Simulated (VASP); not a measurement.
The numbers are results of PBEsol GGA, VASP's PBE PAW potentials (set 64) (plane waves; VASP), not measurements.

VASP ran on this input.

File KPOINTS:
```
Automatic mesh
0
Gamma
5 5 5
0 0 0
```

**INCAR**
```
SYSTEM = GaGePt6
PREC = Accurate
ENCUT = 300
EDIFF = 1E-6
NELM = 100
ALGO = Normal
LREAL = .FALSE.
LASPH = .TRUE.
ISMEAR = 0
SIGMA = 0.2
GGA = PS
LMAXMIX = 6
LWAVE = .FALSE.
LCHARG = .FALSE.
ISIF = 2
```

File POSCAR:
```
GaGePt6
1
   -2.7605450000     2.7605450000     3.9761550000
    2.7605450000    -2.7605450000     3.9761550000
    2.7605450000     2.7605450000    -3.9761550000
Ga Ge Pt
1 1 6
Direct
  0.0000000000   0.0000000000   0.0000000000
  0.5000000000   0.5000000000   0.0000000000
  0.9434300000   0.9434300000   0.3958800000
  0.0565700000   0.4524500000   0.0000000000
  0.5475500000   0.5475500000   0.6041200000
  0.4524500000   0.0565700000   0.0000000000
  0.5000000000   0.0000000000   0.5000000000
  0.0000000000   0.5000000000   0.5000000000
```

POTCAR, in this order: Ga_d Ge_d Pt (PBE.64 set). Program: vasp_std.

What will the output report for the number of irreducible k-points (NKPTS), largest plane-wave count, number of space-group operations, FFT grid (NGX, NGY, NGZ)?

- number of irreducible k-points (NKPTS): 18
- largest plane-wave count: 1442
- number of space-group operations: 8
- FFT grid (NGX, NGY, NGZ): 32 × 32 × 32

The structure comes from a computed database's GaGePt6 entry (I-42m); how it stands against other phases isn't given here. The cell was not relaxed at this level. The k-mesh is coarse (spacing up to 0.32 per Å, 2π included), so the numbers may not be converged in it. The electron count is odd and the run is not spin-polarised, which forces a metal.
